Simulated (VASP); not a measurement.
A convergence study with VASP on Ag: one setting is varied, all else stays as given below, so the limit is that of these other settings.

```
Ag
1.0
    2.90653     0.00000     0.00000
   -2.90653     2.90653     0.00000
    0.00000     0.00000    20.16570
Ag
4
Direct
  0.00000   0.00000   0.44904
  0.00000   0.50000   0.34712
  0.00000   0.00000   0.65288
  0.00000   0.50000   0.55096
```

All values below come from PBE GGA, VASP's PBE PAW potentials (set 64) (plane waves; VASP). The tightest run used: 300 eV cut-off, 41×41×1 Γ-centred mesh, Fermi-Dirac smearing of 0.10 eV, potentials Ag.

```json
[
 {"setting": "3×3×1 mesh", "E (eV/atom)": "-2.5689", "largest force (eV/Å)": "0.134", "irreducible k-points": "3"},
 {"setting": "4×4×1 mesh", "E (eV/atom)": "-2.4337", "largest force (eV/Å)": "0.181", "irreducible k-points": "6"},
 {"setting": "5×5×1 mesh", "E (eV/atom)": "-2.5318", "largest force (eV/Å)": "0.249", "irreducible k-points": "6"},
 {"setting": "6×6×1 mesh", "E (eV/atom)": "-2.4738", "largest force (eV/Å)": "0.105", "irreducible k-points": "10"},
 {"setting": "7×7×1 mesh", "E (eV/atom)": "-2.5164", "largest force (eV/Å)": "0.139", "irreducible k-points": "10"},
 {"setting": "8×8×1 mesh", "E (eV/atom)": "-2.4974", "largest force (eV/Å)": "0.142", "irreducible k-points": "15"}
]
```

Q: These are the cheaper rows. Estimate the results at 41×41×1 mesh, and how far the last row shown lies from them.

A: 
| quantity | tightest run | last row shown is off by |
|---|---|---|
| E (eV/atom) | -2.5090 | 0.0116 |
| largest force (eV/Å) | 0.123 | 0.019 |

Left out are rungs that failed or repeat a setting and relaxations that didn't move; long series are thinned to 24 rows.

The cell is a sheet or thin cut with vacuum, built from a generated structure.
